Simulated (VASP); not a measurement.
```
K2S
1.0
    0.00000     3.75740     3.75740
    3.75740     0.00000     3.75740
    3.75740     3.75740     0.00000
K S
2 1
Direct
  0.25000   0.25000   0.25000
  0.75000   0.75000   0.75000
  0.00000   0.00000   0.00000
```

Method: optB86b-vdW, VASP's PBE PAW potentials (set 64) (plane waves; VASP 6.6.1). Settings: 520 eV cut-off, 5×5×5 Γ-centred mesh, Gaussian smearing of 0.050 eV, potentials K_sv S.

Problem. What does the run give for the energy per atom (σ→0), pressure?

Solution. 
```json
{
 "energy per atom (σ→0)": "-1.229 eV/atom",
 "pressure": "-1.09 GPa"
}
```

The compound is K2S in the antifluorite structure. This cell is one point of a volume scan, at 1.06 of the reference volume.
